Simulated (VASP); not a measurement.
The system is KAl.

```
K Al
1.0
     4.12691    0.00000    0.00000
     0.00000    4.12691    0.00000
     0.00000    0.00000    4.12691
K Al
1 1
Direct
  0.50000 0.50000 0.50000
  0.00000 0.00000 0.00000
```

The cell was built by a generator and needn't be a form met in nature.

Base run:

```yaml
Program: VASP 6.6.1
Functional: RPBE
Potentials_or_basis: VASP PAW PBE potentials, release 64 (K_sv, Al)
Cutoff: 520 eV
k_mesh: 7 × 7 × 7
Occupations: fermi-dirac, width 0.05 eV
Spin: no spin polarisation
```

Its results: pressure 0.9 GPa.

Task: The run is repeated on the same cell with these changes: functional from RPBE to PW91. What comes out?

Result: Pressure 0.0 GPa.

PW91 binds more tightly than RPBE, so the same cell stands under less pressure.

Caveats: the PAW data sets were made with another functional, which shifts forces and pressure a little.
